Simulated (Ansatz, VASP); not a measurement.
# MgH36C31S4N2O35F12: VASP beside Ansatz

One calculation is typed for both programs; each brings its own data sets. How far apart do they land? Of the first pair: The structure shown is frame 70 of Ansatz's trajectory.

Calculated with Ansatz 0.2.0; plane waves, with VASP 6.6.1 beside it; single point at PBE with D3(BJ).

### Step 1. Starting point

The cell holds 121 atoms: 2 N, 4 S, 35 O, 31 C, 12 F, 36 H and 1 Mg. Cell: a = 11.328 Å, b = 11.328 Å, c = 11.328 Å, α = 90.0°, β = 90.0°, γ = 90.0°. As first built, before any earlier steps moved the atoms (in the runner's words): 9 ethylene carbonate, 1 Mg2+, 2 TFSI- placed at random, at 1.57 g/cm^3; overlaps pushed apart, then 10 ps at 550 K with divalent ions of Li, Roberts, Chakravorty and Merz (J. Chem. Theory Comput. 9, 2733 (2013)); MMFF94 bonds, angles, torsions, charges and radii (Halgren, J. Comput. Chem. 17, 490 (1996)) in harmonic and 12-6 forms; charges of ions scaled by 0.8. Snapshot after 30 ps at 400 K and fixed volume.

### Step 2. Ansatz: dynamics, PBE with D3(BJ)

Ansatz runs on its default PAW (the set named soft_2) files.

One frame of this run of dynamics is then solved in both programs, so the motion causes no difference.

input.yaml reads:

```yaml
crystal:
  lattice:
    - [11.32832, 0.0, 0.0]
    - [0.0, 11.32832, 0.0]
    - [0.0, 0.0, 11.32832]
  atoms:
    - { symbol: "N", position: [0.26212, 0.10548, 0.68438] }
    - { symbol: S, position: [0.38684, 0.09842, 0.6221] }
    - { symbol: O, position: [0.48225, 0.03356, 0.68116] }
    - { symbol: O, position: [0.37021, 0.06868, 0.49934] }
    - { symbol: C, position: [0.42971, 0.25692, 0.63206] }
    - { symbol: F, position: [0.34026, 0.33832, 0.6181] }
    - { symbol: F, position: [0.49687, 0.28978, 0.53654] }
    - { symbol: F, position: [0.48362, 0.29115, 0.73479] }
    - { symbol: S, position: [0.27906, 0.14291, 0.81886] }
    - { symbol: O, position: [0.24317, 0.26492, 0.82921] }
    - { symbol: O, position: [0.38718, 0.10613, 0.87335] }
    - { symbol: C, position: [0.15977, 0.04528, 0.88298] }
    - { symbol: F, position: [0.05747, 0.04796, 0.81741] }
    - { symbol: F, position: [0.1346, 0.08134, 0.99926] }
    - { symbol: F, position: [0.19346, 0.9346, 0.89114] }
    - { symbol: "N", position: [0.60529, 0.69455, 0.53592] }
    - { symbol: S, position: [0.68138, 0.58953, 0.47348] }
    - { symbol: O, position: [0.80347, 0.57199, 0.50452] }
    - { symbol: O, position: [0.61884, 0.4759, 0.46169] }
    - { symbol: C, position: [0.68894, 0.65431, 0.32408] }
    - { symbol: F, position: [0.73764, 0.58652, 0.23974] }
    - { symbol: F, position: [0.74443, 0.75894, 0.32644] }
    - { symbol: F, position: [0.58161, 0.68258, 0.27636] }
    - { symbol: S, position: [0.64042, 0.70898, 0.66995] }
    - { symbol: O, position: [0.57397, 0.79793, 0.73512] }
    - { symbol: O, position: [0.76143, 0.7403, 0.70049] }
    - { symbol: C, position: [0.59856, 0.56016, 0.72294] }
    - { symbol: F, position: [0.49583, 0.5202, 0.66716] }
    - { symbol: F, position: [0.57015, 0.56713, 0.83524] }
    - { symbol: F, position: [0.68082, 0.47665, 0.72334] }
    - { symbol: O, position: [0.64096, 0.12078, 0.85934] }
    - { symbol: C, position: [0.65663, 0.21941, 0.90922] }
    - { symbol: O, position: [0.55947, 0.29699, 0.94314] }
    - { symbol: C, position: [0.60764, 0.37155, 0.02744] }
    - { symbol: C, position: [0.73639, 0.37468, 0.00164] }
    - { symbol: O, position: [0.75932, 0.27047, 0.9452] }
    - { symbol: H, position: [0.5876, 0.32891, 0.11081] }
    - { symbol: H, position: [0.57366, 0.45866, 0.01255] }
    - { symbol: H, position: [0.78432, 0.36751, 0.08206] }
    - { symbol: H, position: [0.76111, 0.4475, 0.94309] }
    - { symbol: O, position: [0.0157, 0.23729, 0.37112] }
    - { symbol: C, position: [0.05867, 0.27739, 0.28093] }
    - { symbol: O, position: [0.99156, 0.27564, 0.18191] }
    - { symbol: C, position: [0.05262, 0.33399, 0.09259] }
    - { symbol: C, position: [0.17476, 0.36504, 0.14417] }
    - { symbol: O, position: [0.17635, 0.31832, 0.25931] }
    - { symbol: H, position: [0.00185, 0.40853, 0.07785] }
    - { symbol: H, position: [0.04777, 0.28046, 0.01078] }
    - { symbol: H, position: [0.19023, 0.46137, 0.15742] }
    - { symbol: H, position: [0.24553, 0.33424, 0.09624] }
    - { symbol: O, position: [0.50363, 0.90953, 0.95066] }
    - { symbol: C, position: [0.46497, 0.91113, 0.05198] }
    - { symbol: O, position: [0.35514, 0.94464, 0.07279] }
    - { symbol: C, position: [0.35807, 0.9934, 0.18672] }
    - { symbol: C, position: [0.45247, 0.92621, 0.24695] }
    - { symbol: O, position: [0.52125, 0.88004, 0.15282] }
    - { symbol: H, position: [0.26792, 0.98216, 0.23125] }
    - { symbol: H, position: [0.38075, 0.08943, 0.18244] }
    - { symbol: H, position: [0.41475, 0.84672, 0.29183] }
    - { symbol: H, position: [0.49493, 0.98346, 0.31424] }
    - { symbol: O, position: [0.69961, 0.9849, 0.67326] }
    - { symbol: C, position: [0.79192, 0.96879, 0.61706] }
    - { symbol: O, position: [0.80205, 0.89085, 0.5263] }
    - { symbol: C, position: [0.92193, 0.88302, 0.50732] }
    - { symbol: C, position: [0.98055, 0.93481, 0.61238] }
    - { symbol: O, position: [0.89481, 0.01756, 0.65174] }
    - { symbol: H, position: [0.9517, 0.93448, 0.43047] }
    - { symbol: H, position: [0.94909, 0.79544, 0.49494] }
    - { symbol: H, position: [0.06686, 0.97692, 0.59809] }
    - { symbol: H, position: [0.99002, 0.86948, 0.68144] }
    - { symbol: O, position: [0.72893, 0.90846, 0.90019] }
    - { symbol: C, position: [0.79974, 0.86115, 0.96707] }
    - { symbol: O, position: [0.77204, 0.77079, 0.04625] }
    - { symbol: C, position: [0.88144, 0.72318, 0.08211] }
    - { symbol: C, position: [0.97721, 0.8058, 0.03617] }
    - { symbol: O, position: [0.91996, 0.87689, 0.95443] }
    - { symbol: H, position: [0.88059, 0.63583, 0.03926] }
    - { symbol: H, position: [0.87295, 0.72158, 0.173] }
    - { symbol: H, position: [0.05515, 0.76137, 0.00268] }
    - { symbol: H, position: [0.00276, 0.85531, 0.11666] }
    - { symbol: O, position: [0.10424, 0.7019, 0.24426] }
    - { symbol: C, position: [0.16657, 0.6871, 0.33286] }
    - { symbol: O, position: [0.20738, 0.5761, 0.35914] }
    - { symbol: C, position: [0.26432, 0.58752, 0.47012] }
    - { symbol: C, position: [0.24275, 0.71223, 0.51134] }
    - { symbol: O, position: [0.20374, 0.77071, 0.40756] }
    - { symbol: H, position: [0.35993, 0.5726, 0.45644] }
    - { symbol: H, position: [0.23709, 0.52359, 0.53428] }
    - { symbol: H, position: [0.31819, 0.74669, 0.55122] }
    - { symbol: H, position: [0.17225, 0.71637, 0.57339] }
    - { symbol: O, position: [0.77744, 0.00179, 0.15819] }
    - { symbol: C, position: [0.74325, 0.07062, 0.23436] }
    - { symbol: O, position: [0.78146, 0.06953, 0.34916] }
    - { symbol: C, position: [0.70571, 0.13927, 0.41254] }
    - { symbol: C, position: [0.6738, 0.23478, 0.32303] }
    - { symbol: O, position: [0.69082, 0.17881, 0.21032] }
    - { symbol: H, position: [0.75453, 0.17066, 0.48863] }
    - { symbol: H, position: [0.61984, 0.09065, 0.43867] }
    - { symbol: H, position: [0.71715, 0.3218, 0.32308] }
    - { symbol: H, position: [0.57662, 0.26442, 0.32506] }
    - { symbol: O, position: [0.9836, 0.56222, 0.86786] }
    - { symbol: C, position: [0.98089, 0.49384, 0.78492] }
    - { symbol: O, position: [0.02411, 0.52525, 0.67042] }
    - { symbol: C, position: [0.03565, 0.41256, 0.61312] }
    - { symbol: C, position: [0.94272, 0.34827, 0.67555] }
    - { symbol: O, position: [0.9674, 0.37664, 0.79344] }
    - { symbol: H, position: [0.12263, 0.38464, 0.62052] }
    - { symbol: H, position: [0.01141, 0.424, 0.52085] }
    - { symbol: H, position: [0.96013, 0.2591, 0.663] }
    - { symbol: H, position: [0.85065, 0.37324, 0.65162] }
    - { symbol: O, position: [0.34973, 0.82204, 0.78741] }
    - { symbol: C, position: [0.32888, 0.72887, 0.83579] }
    - { symbol: O, position: [0.27571, 0.63979, 0.78465] }
    - { symbol: C, position: [0.29446, 0.54066, 0.86242] }
    - { symbol: C, position: [0.30879, 0.59895, 0.98022] }
    - { symbol: O, position: [0.37456, 0.6973, 0.9416] }
    - { symbol: H, position: [0.37682, 0.50538, 0.83982] }
    - { symbol: H, position: [0.21819, 0.48169, 0.85419] }
    - { symbol: H, position: [0.36523, 0.54903, 0.04452] }
    - { symbol: H, position: [0.22028, 0.62593, 0.0158] }
    - { symbol: Mg, position: [0.59268, 0.96614, 0.80735] }
kpoints:
  mp_grid: { grid: [1, 1, 1] }
hamiltonian:
  xc: pbe
  dispersion: d3bj
scf:
  occupations: { method: fixed }
output:
  forces: true
md:
  timestep: 0.5
  n_steps: 209
  ensemble: nvt_langevin
  temperature: 400
  initial_velocities: maxwell_boltzmann
  seed: 9534
```

On the command line:

```bash
$ ansatz run input.yaml --threads 4 --pin off --max-ram 8192MiB --backend cpu --events-out ev --progress --plain --runs-dir out
```

Numbers of over 12 decimals in the logs are rounded to 6 here.

The program printed:

```text
Warning: md: disabling space-group detection — thermal motion breaks the input geometry's symmetry, so no spatial operation reduces the k-mesh or symmetrises the density; time reversal is kept, so that k and −k are solved as one point where they differ and the mesh holds both, and exact exchange and, on two spinor components, a DFT+U term hold to it where the run has them: on two components no moment then forms, and  [...]
Engine: ansatz 0.2.0, aarch64-unknown-linux-gnu
Pseudopotentials: kind: paw
Pseudopotential: N, paw, valence charge 5, recommended cutoff 420 eV (normal), N.paw.azcp
Pseudopotential: S, paw, valence charge 6, recommended cutoff 420 eV (normal), S.paw.azcp
Pseudopotential: O, paw, valence charge 6, recommended cutoff 420 eV (normal), O.paw.azcp
Pseudopotential: C, paw, valence charge 4, recommended cutoff 420 eV (normal), C.paw.azcp
Pseudopotential: F, paw, valence charge 7, recommended cutoff 420 eV (normal), F.paw.azcp
Pseudopotential: H, paw, valence charge 1, recommended cutoff 420 eV (normal), H.paw.azcp
Pseudopotential: Mg, paw, valence charge 10, recommended cutoff 420 eV (normal), Mg.paw.azcp
Functional definition: PBE
  parameter kappa = 0.804
  parameter beta = 0.066725
  exchange = pbe_x(kappa = kappa, mu = beta*pi^2/3)
  correlation = pbe_c(beta = beta)
Crystal: 121 atoms, lattice volume = 1453.773 Å³
Basis set: ecut = 420 eV, 28425 PW (Γ), exchange–correlation on 160×160×160 points (8 copies of the dense FFT grid, shifted against one another)
Bands: 370, of which v1, the nominal top of the filled ones, is band 249 counted from 1 (248 counted from 0)
Symmetry: 1 space group operations
k-points: 1
Non-local potential: N, projectors of the file, l = 0: 2, l = 1: 2, l = 2: 1
Non-local potential: S, projectors of the file, l = 0: 2, l = 1: 2, l = 2: 2
Non-local potential: O, projectors of the file, l = 0: 2, l = 1: 2, l = 2: 1
Non-local potential: C, projectors of the file, l = 0: 2, l = 1: 2, l = 2: 1
Non-local potential: F, projectors of the file, l = 0: 2, l = 1: 2, l = 2: 1
Non-local potential: H, projectors of the file, l = 0: 2, l = 1: 1
Non-local potential: Mg, projectors of the file, l = 0: 3, l = 1: 2, l = 2: 1
PAW form: soft (Blöchl's): semilocal exchange-correlation on the pseudo side does not see the compensation charge
PAW one-centre angular grid: N, 110 points (default); XC on 64 Gauss nodes
PAW one-centre angular grid: S, 110 points (default); XC on 64 Gauss nodes
PAW one-centre angular grid: O, 110 points (default); XC on 64 Gauss nodes
PAW one-centre angular grid: C, 110 points (default); XC on 64 Gauss nodes
PAW one-centre angular grid: F, 110 points (default); XC on 64 Gauss nodes
PAW one-centre angular grid: H, 110 points (default); XC on 64 Gauss nodes
PAW one-centre angular grid: Mg, 110 points (default); XC on 64 Gauss nodes
Initial density: superposition of atomic densities (neutral atoms: chi_scale 0, normalization atom), corrected by the library's trained network
Initial wavefunctions: pseudopotential atomic-orbital guess
Functional: x = pbe(κ = 0.804, μ = 0.219515), c = pbe(β = 0.066725)
SCF iter   1: F=—  HF=-44183.863563 eV  |F-HF|=—  |Δ(HF+E_count)|=         —  Δρ=6.79e-3  dr2=6.24e-1  ethr=1.77e-3  ⟨swp⟩=4.0  Hψ=1268  notcnv=0  defer=114
preconditioner: auto → Resta (q_TF=auto, 2.282 Å⁻¹)  ε∞=2.6  [insulator: Δε(μ)=4.287 eV  Ē_g=17.081 eV  n_scr=256 (ndim 8)  ℏωp=21.4 eV  f_vac=0.291  ε∞_Penn≈2.6]
SCF iter   2: F=—  HF=-44183.715273 eV  |F-HF|=—  |Δ(HF+E_count)|=   1.48e-1  Δρ=3.57e-3  dr2=1.50e-1  ethr=1.25e-4  ⟨swp⟩=2.0  Hψ=586  notcnv=0  defer=119
SCF iter   3: F=—  HF=-44183.701969 eV  |F-HF|=—  |Δ(HF+E_count)|=   1.33e-2  Δρ=1.68e-3  dr2=5.25e-2  ethr=3.00e-5  ⟨swp⟩=2.0  Hψ=466  notcnv=0  defer=73
automatic band count: iteration 3 solves 324 bands in place of 370: the levels show a gap, and the empty bands left out lie too high to hold charge; the band table lists the bands solved (type scf.n_extra_bands for more)
SCF iter   4: F=—  HF=-44183.691868 eV  |F-HF|=—  |Δ(HF+E_count)|=   1.01e-2  Δρ=5.67e-4  dr2=5.95e-3  ethr=1.05e-5  ⟨swp⟩=2.0  Hψ=500  notcnv=0  defer=73
SCF iter   5: F=—  HF=-44183.690731 eV  |F-HF|=—  |Δ(HF+E_count)|=   1.14e-3  Δρ=3.28e-4  dr2=1.60e-3  ethr=1.20e-6  ⟨swp⟩=2.0  Hψ=579  notcnv=0  defer=73
SCF iter   6: F=—  HF=-44183.690362 eV  |F-HF|=—  |Δ(HF+E_count)|=   3.69e-4  Δρ=9.77e-5  dr2=1.39e-4  ethr=3.20e-7  ⟨swp⟩=2.0  Hψ=483  notcnv=0  defer=72
[...]
preconditioner: auto → Resta (q_TF=auto, 2.282 Å⁻¹)  ε∞=2.9  [insulator: Δε(μ)=4.674 eV  Ē_g=15.466 eV  n_scr=256 (ndim 8)  ℏωp=21.2 eV  f_vac=0.286  ε∞_Penn≈2.9]
SCF iter   2: F=—  HF=-44186.212782 eV  |F-HF|=—  |Δ(HF+E_count)|=   1.18e-2  Δρ=1.15e-3  dr2=8.33e-3  ethr=9.57e-6  ⟨swp⟩=2.0  Hψ=453  notcnv=0  defer=73
SCF iter   3: F=—  HF=-44186.211392 eV  |F-HF|=—  |Δ(HF+E_count)|=   1.39e-3  Δρ=3.14e-4  dr2=8.54e-4  ethr=1.67e-6  ⟨swp⟩=2.0  Hψ=449  notcnv=0  defer=73
SCF iter   4: F=—  HF=-44186.211286 eV  |F-HF|=—  |Δ(HF+E_count)|=   1.07e-4  Δρ=1.19e-4  dr2=1.64e-4  ethr=1.71e-7  ⟨swp⟩=2.0  Hψ=488  notcnv=0  defer=69
SCF iter   5: F=—  HF=-44186.211270 eV  |F-HF|=—  |Δ(HF+E_count)|=   1.56e-5  Δρ=3.09e-5  dr2=1.54e-5  ethr=3.29e-8  ⟨swp⟩=2.0  Hψ=481  notcnv=0  defer=69
SCF iter   6: F=—  HF=-44186.209135 eV  |F-HF|=—  |Δ(HF+E_count)|=   2.14e-3  Δρ=1.87e-5  dr2=5.03e-6  ethr=3.09e-9  ⟨swp⟩=2.0  Hψ=499  notcnv=0  defer=69
SCF iter   7: F=—  HF=-44186.209134 eV  |F-HF|=—  |Δ(HF+E_count)|=   4.28e-7  Δρ=5.04e-6  dr2=4.26e-7  ethr=1.01e-9  ⟨swp⟩=2.0  Hψ=487  notcnv=0  defer=69
SCF iter   8: F=—  HF=-44186.209134 eV  |F-HF|=—  |Δ(HF+E_count)|=   9.36e-8  Δρ=3.54e-6  dr2=1.58e-7  ethr=2.01e-11  ⟨swp⟩=5.0  Hψ=1119  notcnv=0
SCF iter   9: F=-44186.209134 eV  HF=-44186.209134 eV  |F-HF|=1.81e-9  |Δ(HF+E_count)|=   2.69e-8  Δρ=7.88e-7  dr2=9.02e-9  ethr=2.01e-11  ⟨swp⟩=4.0  Hψ=1054  notcnv=0
SCF 210 converged in 9 iterations: F = -44186.209134 eV  dr2 = 9.02e-9
md step   209: t =   104.50 fs  T =   453.3 K  F+E_penalty+E_count = -44186.20913439 eV  E_kin = 7.090593 eV  (9 SCF iters)
SCF converged after 9 iterations
Free energy (F): -44186.209134 eV
Harris-Foulkes:  -44186.209134 eV  (|F-HF|=1.81e-9)
Internal energy: -44186.209134 eV  (E = F + TS)
E sigma→0 (E₀):  -44186.209134 eV
Fermi energy:    0.039397 eV
--- Per-component energies (eV) ---
  E_band       = -4640.386492
  E_kinetic    = 12711.011956
  E_local      = -48992.890874  (includes V_loc(G=0)·N_el)
  E_nonlocal   = 3753.546999
  E_hartree    = 18768.955848
  E_xc         = -5854.168599
  E_vxc        = -7276.089372  (∫ρ·V_xc dr)
  E_paw        = -13992.941003  (= ΣΔE_a)
  E_vpaw       = -2373.939855  (= ΣTr[D̂ρ^β])
  E_aug_tail   = 0.062153  (compensation charges beyond the density's cutoff)
  E_ewald      = -10572.768643
  E_disp       = -7.016973  (pairwise vdW)
  E_smearing   = -0.000000  (= −TS)
  E_closure    = -0.000000  (closes the sum)
  Σ components = -44186.209134   (vs F -44186.209134, Δ=0.00e0)
--- Forces (eV/Å), atoms counted from 1 ---
  atom   1  N      0.52223608    -0.18637481    -1.26774888
  atom   2  S     -3.02763438     0.40736034     0.00225628
  atom   3  O      1.87682565    -0.52934982     0.69134867
  atom   4  O      0.36619668     0.76744409     0.58086789
  atom   5  C      2.96470878    -2.19710196     2.29988105
  atom   6  F     -2.21193192     1.31252249    -1.26192970
  atom   7  F     -0.02121662    -0.11530811    -0.66244029
  atom   8  F     -0.43701942    -0.06015302    -0.23106156
  atom   9  S     -2.65645708    -1.92913234    -1.48309010
  atom  10  O     -0.26424864     1.97512821     0.44196126
  atom  11  O      1.97279768    -0.15509152     1.12946330
  atom  12  C      1.44300684     0.82885454    -1.98291305
  atom  13  F     -0.07018208    -0.07983447     0.66268538
  atom  14  F     -0.69128962    -0.40646373     0.83294617
  atom  15  F      0.47986029     0.18954231     0.03892913
  atom  16  N      0.09526618    -1.20388608    -1.77710376
  atom  17  S     -3.15185812    -0.88578893    -0.95704070
  atom  18  O      1.98876534    -0.36208777     0.30542913
  atom  19  O      1.36964420     1.74864440    -0.05175081
  atom  20  C      0.14438387    -1.16438488    -0.28744932
  atom  21  F      0.24258159    -1.61487510     0.60779345
  atom  22  F      0.11079224     2.53785619     0.62450735
  atom  23  F     -1.04732241     0.16355183     0.49580736
  atom  24  S     -1.99637088     1.24997251     1.63058487
[...]
atom 114  C     -0.49469158    -2.34331716     1.33566755
  atom 115  C      1.23166547    -1.42522711     1.05793360
  atom 116  O      0.23324165     1.48750851    -0.28217352
  atom 117  H      0.06360740     1.34690072    -0.22588228
  atom 118  H      0.28973296     0.28581905    -0.33699207
  atom 119  H     -1.13379977     0.37416186    -0.29086187
  atom 120  H      0.42278191     0.76423120    -0.84104787
  atom 121  Mg     0.14591879    -1.71066013    -0.66854682
  max |Σ_I F_I| component: 1.44e-5 eV/Å
--- MD trajectory: 209 steps, t = 0.0 → 104.5 fs ---
  final state: T = 453.3 K   F+E_penalty+E_count = -44186.20913439 eV   E_kin = 7.090593 eV
```

The column dr2 measures how far the density is from self-consistency, as an energy; F and HF (Harris–Foulkes) agree once it is small.

### Step 3. VASP: single point, PBE with D3(BJ), pair 1

The same cell, functional and mesh now go to VASP, with its own data sets.

Lines of VASP's logs that name or quote its potential files are left out, and so is its time.

INCAR reads:

```
SYSTEM = MgH36C31S4N2O35F12
PREC = Accurate
ENCUT = 520
EDIFF = 1E-06
NELM = 120
ISMEAR = 0
SIGMA = 0.01
LREAL = Auto
ALGO = Normal
GGA = PE
IVDW = 12
NBANDS = 336
LORBIT = 11
LWAVE = .FALSE.
LCHARG = .FALSE.
ISIF = 2
LASPH = .TRUE.
GGA_COMPAT = .FALSE.
EFERMI = MIDGAP
NCORE = 4
```

POSCAR reads:

```
MgH36C31S4N2O35F12
1.0
   11.3283200000      0.0000000000      0.0000000000
    0.0000000000     11.3283200000      0.0000000000
    0.0000000000      0.0000000000     11.3283200000
N S O C F H Mg
2 4 35 31 12 36 1
Direct
    0.2578405271      0.1019392108      0.6959196068
    0.6239142256      0.7056562668      0.5402389763
    0.3743979690      0.1049846756      0.6161549109
    0.2739859044      0.1422541030      0.8349870060
    0.6923798057      0.5981204627      0.4705375554
    0.6605922149      0.7099287450      0.6741952911
    0.4726296574      0.0360600689      0.6706731448
    0.3472447812      0.0795087003      0.4945481766
    0.2325852377      0.2623954832      0.8614163442
    0.3782996949      0.0970488122      0.8926831163
    0.8144543939      0.5902728736      0.5072596819
    0.6227843140      0.4969139290      0.4515497444
    0.5654942657      0.7902407418      0.7207953165
    0.7870452106      0.7119325725      0.7088517980
    0.6345071467      0.1339210051      0.8537629587
    0.5628107257      0.3025073444      0.9401129205
    0.7636525098      0.2794942233      0.9349930087
    0.0169839835      0.2310934013      0.3670270614
    0.9805513969      0.2753806390      0.1719319370
    0.1614272902      0.3066827208      0.2584584475
    0.5060768057      0.8941661253      0.9457801333
    0.3528502020      0.9472013502      0.0724202706
    0.5200241519      0.8816311686      0.1462352758
    0.6926975933      0.0083754696      0.6520737409
    0.8111352787      0.8836791334      0.5374318522
    0.8971851078      0.0138678992      0.6584559758
    0.7410984153      0.9142220559      0.9108852857
    0.7778205418      0.7552134827      0.0394144939
    0.9285224994      0.8667128047      0.9607779441
    0.1085068218      0.6987443858      0.2401415214
[... 85 atom lines left out ...]
    0.8697582695      0.3336505325      0.6373672354
    0.3098782520      0.4596974662      0.8396655462
    0.1742182424      0.5182498376      0.8720269201
    0.3922646959      0.5279864976      0.0188995367
    0.2528000621      0.6090664812      0.0530352250
    0.5883220107      0.9641058868      0.8128478009
```

KPOINTS reads:

```
Automatic mesh
0
Gamma
1 1 1
0 0 0
```

The projector-augmented-wave data sets are N, S, O, C, F, H and Mg (PBE family, release 64).

On the command line:

```bash
$ mpirun -np 16 vasp_gam
```

The program printed:

```text
[banner, memory and clock lines left out]
running   16 mpi-ranks, on    1 nodes
[...]
LDA part: xc-table for (Slater+PW92), standard interpolation
 POSCAR, INCAR and KPOINTS ok, starting setup
[...]
entering main loop
       N       E                     dE             d eps       ncg     rms          rms(c)
DAV:   1     0.428940403294E+04    0.42894E+04   -0.28496E+05   696   0.140E+03
DAV:   2    -0.375168876974E+03   -0.46646E+04   -0.44667E+04   816   0.349E+02
DAV:   3    -0.775349571876E+03   -0.40018E+03   -0.39636E+03   816   0.107E+02
DAV:   4    -0.783906552700E+03   -0.85570E+01   -0.85101E+01   824   0.167E+01
[...]
DAV:  18    -0.723874255889E+03    0.26813E-05   -0.44485E-06   784   0.590E-03    0.394E-03
DAV:  19    -0.723874254385E+03    0.15044E-05   -0.96595E-07   560   0.410E-03    0.155E-03
DAV:  20    -0.723874254051E+03    0.33395E-06   -0.88606E-07   552   0.229E-03
   1 F= -.73088554E+03 E0= -.73088554E+03  d E =0.000000E+00
```

From OUTCAR (step 3):

```text
  FREE ENERGIE OF THE ION-ELECTRON SYSTEM (eV)
  ---------------------------------------------------
  free  energy   TOTEN  =      -730.8855419916 eV

  energy  without entropy=     -730.8855419916  energy(sigma->0) =     -730.88554199
```

The run ends at a pressure of 1.38 GPa, with forces up to 4.6 eV/Å.

(Part 1 of 2 ends here.)

[Lines on the potential files, build, host, timing and source positions are cut from VASP's logs without a mark.]

[Logs are printed without paths, hosts, clocks, repeated set-up lines and the standing remarks that a program may print on its own settings, such as how far it seeks lower states.]

[Hosts, paths, dates, database ids (printed as entryN), source tags and the programs' standing remarks are cut or masked in the printed files.]

[The MMFF94 radii named for the starting cell were scaled by 0.96; in molecules described by MMFF94, hydrogen bound to N, O or S took a small fixed 12-6 site in their place.]
